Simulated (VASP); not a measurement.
Set up this calculation in VASP 6.6.1, as the native input.

| Quantity | Value |
| --- | --- |
| Task | band structure |
| Functional | PBE |
| Potentials or basis | VASP PAW PBE potentials, release 64 (Te, Sb, Ge_d) |
| Cutoff | 520 eV |
| k mesh | 5 × 5 × 4 |
| Occupations | fermi-dirac, width 0.05 eV |
| Spin | no spin polarisation |
| Further INCAR settings | ALGO = Fast; EDIFF = 1e-07; NBANDS = 44 |

The structure of Ge2Sb2Te5 lies in POSCAR:

```
Ge2Sb2Te5
1.0
    6.8391360000     -3.0660060000      0.0000000000
    6.8391360000      3.0660060000      0.0000000000
   -6.8309770000      0.0000000000      6.8476090000
Te Sb Ge
5 2 2
Direct
    0.5947020000      0.5947020000      0.3864330000
    0.7952880000      0.7952880000      0.1961120000
    0.0083240000      0.0083240000      0.0064350000
    0.2065190000      0.2065190000      0.8098030000
    0.3999590000      0.3999590000      0.5971180000
    0.9017080000      0.9017080000      0.5878730000
    0.1118700000      0.1118700000      0.4173520000
    0.2842870000      0.2842870000      0.1878300000
    0.4973430000      0.4973430000      0.0110440000
```

The cell comes from a database or a generator and needn't be the stable form of this composition.

The input as run:

INCAR

```
SYSTEM = Ge2Sb2Te5
ALGO = Fast
EDIFF = 1E-7
ENCUT = 520
GGA = PE
ISIF = 2
ISMEAR = -1
LASPH = .TRUE.
LCHARG = .FALSE.
LREAL = .FALSE.
LWAVE = .FALSE.
NBANDS = 44
NELM = 80
PREC = Accurate
SIGMA = 0.05
```

KPOINTS

```
k-points
0
G
  5 5 4
  0 0 0
```

KPOINTS_OPT

```
path XGY,LGZ,NGM,RG
15
line-mode
reciprocal
-0.5000000000 -0.5000000000  0.5000000000  X
 0.0000000000  0.0000000000  0.0000000000  G

 0.0000000000  0.0000000000  0.0000000000  G
 0.0000000000  0.0000000000 -0.5000000000  Y

-0.5000000000 -0.5000000000  0.0000000000  L
 0.0000000000  0.0000000000  0.0000000000  G

 0.0000000000  0.0000000000  0.0000000000  G
 0.5000000000  0.0000000000  0.0000000000  Z

 0.0000000000 -0.5000000000  0.5000000000  N
 0.0000000000  0.0000000000  0.0000000000  G

 0.0000000000  0.0000000000  0.0000000000  G
 0.5000000000  0.0000000000 -0.5000000000  M

 0.0000000000 -0.5000000000  0.0000000000  R
 0.0000000000  0.0000000000  0.0000000000  G
```

Potentials or basis: VASP PAW PBE potentials, release 64 (Te, Sb, Ge_d).

Launch:

```sh
$ cat potpaw_PBE.64/Te/POTCAR potpaw_PBE.64/Sb/POTCAR potpaw_PBE.64/Ge_d/POTCAR > POTCAR
$ mpirun -np 1 vasp_std > vasp.out
```

It gave:

```
Pressure                : -0.1 GPa
Largest force           : 0.187 eV/Å
Band gap on the k mesh  : 0.26 eV, indirect (least direct gap 0.32 eV)
Band gap along the path : 0.05 eV, direct
```

Caveat: spin-orbit coupling is left out, which moves the levels of the heavy elements; the mesh misses the band edges, which the band path finds closer together.

Run time: 31 min on 1 thread of Intel(R) Xeon(R) Platinum 8488C (Sapphire Rapids), with other jobs on the host, peak memory 0.76 GiB.
